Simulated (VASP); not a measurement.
Input:

```
CELL_PARAMETERS angstrom
     -2.56807     2.56807     5.06504
      2.56807    -2.56807     5.06504
      2.56807     2.56807    -5.06504
ATOMIC_POSITIONS crystal
  Zn 0.00000 0.00000 0.00000
  Zn 0.75000 0.25000 0.50000
  Ge 0.50000 0.50000 0.00000
  Ge 0.25000 0.75000 0.50000
  P  0.87500 0.87658 0.50158
  P  0.12342 0.62500 0.99842
  P  0.37500 0.37342 0.49842
  P  0.62658 0.12500 0.00158
```

These are PBEsol GGA, VASP's PBE PAW potentials (set 64) (plane waves; VASP) values and carry that method's errors. Run with 500 eV cut-off, 6×6×6 Γ-centred mesh, Gaussian smearing of 0.050 eV, potentials Zn Ge_d P.

**Question.** Estimate the energy per atom (σ→0), pressure, band gap (on the k-mesh) with the smallest direct gap where there is one.

**Answer.** 
| Property | Value |
|---|---|
| band gap (on the k-mesh) | 0.83 eV |
| smallest direct gap (on the k-mesh) | 0.83 eV |
| energy per atom (σ→0) | -439.8 kJ/mol of atoms |
| pressure | 19.96 GPa |

Total energies compare only between runs with the same potentials, cut-off and functional.

The compound is ZnGeP2 in the chalcopyrite structure. It was relaxed first under an external pressure of 20 GPa.
